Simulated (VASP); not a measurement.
All values below come from RPBE GGA, VASP's PBE PAW potentials (set 64) (plane waves; VASP).

The input files of a VASP run:

KPOINTS:
```
K-points
0
G
  6 6 6
```

### INCAR
```
SYSTEM = KI
PREC = Accurate
ENCUT = 520
EDIFF = 1E-6
NELM = 100
ALGO = Normal
LREAL = .FALSE.
LASPH = .TRUE.
ISMEAR = 0
SIGMA = 0.05
GGA = RP
LMAXMIX = 4
LWAVE = .FALSE.
LCHARG = .FALSE.
IBRION = 2
ISIF = 3
NSW = 60
EDIFFG = -0.01
```

POSCAR:
```
KI
1
    0.0000000000     3.5350000000     3.5350000000
    3.5350000000     0.0000000000     3.5350000000
    3.5350000000     3.5350000000     0.0000000000
K I
1 1
Direct
  0.0000000000   0.0000000000   0.0000000000
  0.5000000000   0.5000000000   0.5000000000
```

POTCAR, in this order: K_sv I (PBE.64 set). Program: vasp_std.

What VASP printed:

OSZICAR:
```
       N       E                     dE             d eps       ncg     rms          rms(c)
DAV:   1     0.941093339020E+02    0.94109E+02   -0.66855E+03   384   0.114E+03
DAV:   2     0.530039659616E+00   -0.93579E+02   -0.88835E+02   476   0.252E+02
DAV:   3    -0.493740487851E+01   -0.54674E+01   -0.54489E+01   520   0.568E+01
DAV:   4    -0.525727839689E+01   -0.31987E+00   -0.31957E+00   692   0.110E+01
DAV:   5    -0.525809427570E+01   -0.81588E-03   -0.81586E-03   520   0.638E-01    0.290E+00
DAV:   6    -0.518136824186E+01    0.76726E-01   -0.12800E-01   480   0.227E+00    0.213E+00
DAV:   7    -0.518992397341E+01   -0.85557E-02   -0.16643E-01   480   0.245E+00    0.847E-01
DAV:   8    -0.520075499801E+01   -0.10831E-01   -0.19808E-02   456   0.112E+00    0.112E-01
DAV:   9    -0.520197842368E+01   -0.12234E-02   -0.19653E-03   496   0.295E-01    0.867E-02
DAV:  10    -0.520235958521E+01   -0.38116E-03   -0.35315E-04   448   0.134E-01    0.251E-02
DAV:  11    -0.520249749413E+01   -0.13791E-03   -0.20266E-04   448   0.105E-01    0.172E-02
DAV:  12    -0.520250672104E+01   -0.92269E-05   -0.21023E-05   496   0.372E-02    0.155E-02
DAV:  13    -0.520250794884E+01   -0.12278E-05   -0.28145E-06   444   0.117E-02    0.484E-03
DAV:  14    -0.520250835327E+01   -0.40443E-06   -0.34258E-07   340   0.461E-03
   1 F= -.52025084E+01 E0= -.52025084E+01  d E =-.520251E+01
       N       E                     dE             d eps       ncg     rms          rms(c)
DAV:   1    -0.566632793634E+01   -0.46382E+00   -0.95287E+00   420   0.290E+01    0.476E+00
DAV:   2    -0.535400395481E+01    0.31232E+00   -0.77022E-01   564   0.773E+00    0.184E+00
DAV:   3    -0.525141559466E+01    0.10259E+00   -0.23834E-01   720   0.373E+00    0.141E+00
DAV:   4    -0.525059121087E+01    0.82438E-03   -0.92309E-03   716   0.548E-01    0.691E-01
DAV:   5    -0.525096018444E+01   -0.36897E-03   -0.11502E-02   724   0.610E-01    0.125E-01
DAV:   6    -0.525091351798E+01    0.46666E-04   -0.10162E-04   612   0.849E-02    0.556E-02
DAV:   7    -0.525092128488E+01   -0.77669E-05   -0.50082E-05   572   0.573E-02    0.957E-03
DAV:   8    -0.525092267726E+01   -0.13924E-05   -0.33873E-06   456   0.184E-02    0.243E-03
DAV:   9    -0.525092375971E+01   -0.10825E-05   -0.13206E-06   388   0.939E-03    0.214E-03
DAV:  10    -0.525092416221E+01   -0.40250E-06   -0.21306E-07   332   0.412E-03
   2 F= -.52509242E+01 E0= -.52509242E+01  d E =-.484158E-01
       N       E                     dE             d eps       ncg     rms          rms(c)
DAV:   1    -0.565620314439E+01   -0.40528E+00   -0.88022E+00   412   0.274E+01    0.457E+00
DAV:   2    -0.536337689368E+01    0.29283E+00   -0.71891E-01   564   0.735E+00    0.174E+00
DAV:   3    -0.526899599419E+01    0.94381E-01   -0.22295E-01   724   0.356E+00    0.133E+00
DAV:   4    -0.526840864418E+01    0.58735E-03   -0.78131E-03   720   0.497E-01    0.651E-01
DAV:   5    -0.526872258702E+01   -0.31394E-03   -0.10553E-02   720   0.583E-01    0.117E-01
DAV:   6    -0.526867626171E+01    0.46325E-04   -0.95583E-05   616   0.816E-02    0.523E-02
DAV:   7    -0.526868317267E+01   -0.69110E-05   -0.45603E-05   548   0.538E-02    0.870E-03
DAV:   8    -0.526868496589E+01   -0.17932E-05   -0.36327E-06   444   0.188E-02    0.233E-03
DAV:   9    -0.526868586857E+01   -0.90268E-06   -0.11151E-06   392   0.886E-03
   3 F= -.52686859E+01 E0= -.52686859E+01  d E =-.661775E-01
       N       E                     dE             d eps       ncg     rms          rms(c)
DAV:   1    -0.528642139972E+01   -0.17736E-01   -0.38401E-01   432   0.568E+00    0.835E-01
DAV:   2    -0.527325924001E+01    0.13162E-01   -0.30546E-02   516   0.154E+00    0.340E-01
DAV:   3    -0.526920042231E+01    0.40588E-02   -0.12131E-02   676   0.833E-01    0.247E-01
DAV:   4    -0.526928781203E+01   -0.87390E-04   -0.19379E-04   644   0.107E-01    0.110E-01
DAV:   5    -0.526928869058E+01   -0.87855E-06   -0.42344E-04   720   0.116E-01    0.185E-02
DAV:   6    -0.526928681012E+01    0.18805E-05   -0.31837E-06   436   0.167E-02    0.115E-02
DAV:   7    -0.526928580988E+01    0.10002E-05   -0.30560E-06   536   0.127E-02    0.153E-03
DAV:   8    -0.526928566453E+01    0.14535E-06   -0.24912E-07   300   0.496E-03
   4 F= -.52692857E+01 E0= -.52692857E+01  d E =-.667773E-01
```

**OUTCAR**
```
------------------------ aborting loop because EDIFF is reached ----------------------------------------
  FORCE on cell =-STRESS in cart. coord.  units (eV):
  Direction    XX          YY          ZZ          XY          YZ          ZX
  --------------------------------------------------------------------------------------
  Total        0.0084489      0.0084489      0.0084489     -0.0000000     -0.0000000      0.0000000
  in kB        0.1322105      0.1322105      0.1322105     -0.0000000     -0.0000000      0.0000000
  external PRESSURE =       0.1322105 kB  Pullay stress =       0.0000000 kB
  volume of cell :      102.39
      direct lattice vectors                 reciprocal lattice vectors
    -0.000000000  3.713109602  3.713109602    -0.134658023  0.134658023  0.134658023
     3.713109602  0.000000000  3.713109602     0.134658023 -0.134658023  0.134658023
     3.713109602  3.713109602  0.000000000     0.134658023  0.134658023 -0.134658023
  FREE ENERGIE OF THE ION-ELECTRON SYSTEM (eV)
  ---------------------------------------------------
  free  energy   TOTEN  =        -5.2692856645 eV

  energy  without entropy=       -5.2692856645  energy(sigma->0) =       -5.26928566

 reached required accuracy - stopping structural energy minimisation
```
(Selected blocks of OUTCAR.)

File CONTCAR:
```
KI
   1.00000000000000
    -0.0000000000000000    3.7131096018836747    3.7131096018836747
     3.7131096018836747    0.0000000000000000    3.7131096018836747
     3.7131096018836747    3.7131096018836747    0.0000000000000000
  K               I
     1     1
Direct
     0.0000000000000000    0.0000000000000000    0.0000000000000000
     0.5000000000000000    0.5000000000000000    0.5000000000000000
```

File OUTCAR:
```
 val. band max:       -0.9889206721   @ k =   0.0000   0.0000   0.0000

 cond. band min:       2.9544057087   @ k =   0.0000   0.0000   0.0000


 Fermi energy:        -0.7346893000

 k-point     1 :       0.0000    0.0000    0.0000
  band No.  band energies     occupation
      1     -29.9090      2.00000
      2     -13.3352      2.00000
      3     -13.3352      2.00000
      4     -13.3352      2.00000
      5     -11.2518      2.00000
      6      -0.9889      2.00000
      7      -0.9889      2.00000
      8      -0.9889      2.00000
      9       2.9544      0.00000
     10       5.6933      0.00000
     11       5.6933      0.00000
     12       5.6933      0.00000

 k-point     2 :       0.1667    0.0000    0.0000
  band No.  band energies     occupation
      1     -29.9088      2.00000
      2     -13.3491      2.00000
      3     -13.3356      2.00000
      4     -13.3356      2.00000
      5     -11.2191      2.00000
      6      -1.2837      2.00000
      7      -1.0474      2.00000
      8      -1.0474      2.00000
      9       3.4800      0.00000
     10       5.6017      0.00000
     11       5.9410      0.00000
     12       5.9410      0.00000

 k-point     3 :       0.3333    0.0000    0.0000
  band No.  band energies     occupation
      1     -29.9084      2.00000
      2     -13.3759      2.00000
      3     -13.3363      2.00000
      4     -13.3363      2.00000
      5     -11.1539      2.00000
      6      -1.7531      2.00000
      7      -1.1582      2.00000
      8      -1.1582      2.00000
      9       4.3432      0.00000
     10       5.8926      0.00000
     11       6.5232      0.00000
     12       6.5232      0.00000

 k-point     4 :       0.5000    0.0000    0.0000
  band No.  band energies     occupation
      1     -29.9082      2.00000
      2     -13.3888      2.00000
      3     -13.3367      2.00000
      4     -13.3367      2.00000
      5     -11.1214      2.00000
      6      -1.9514      2.00000
...
```

Energy and stress use the plane-wave basis of the starting cell. Unless said otherwise, spin-orbit coupling is left out, though it shifts the bands of the heavy elements here.

The compound is KI in the rock salt structure. This run relaxes it. Symmetry was kept, so distortions that lower it aren't found.
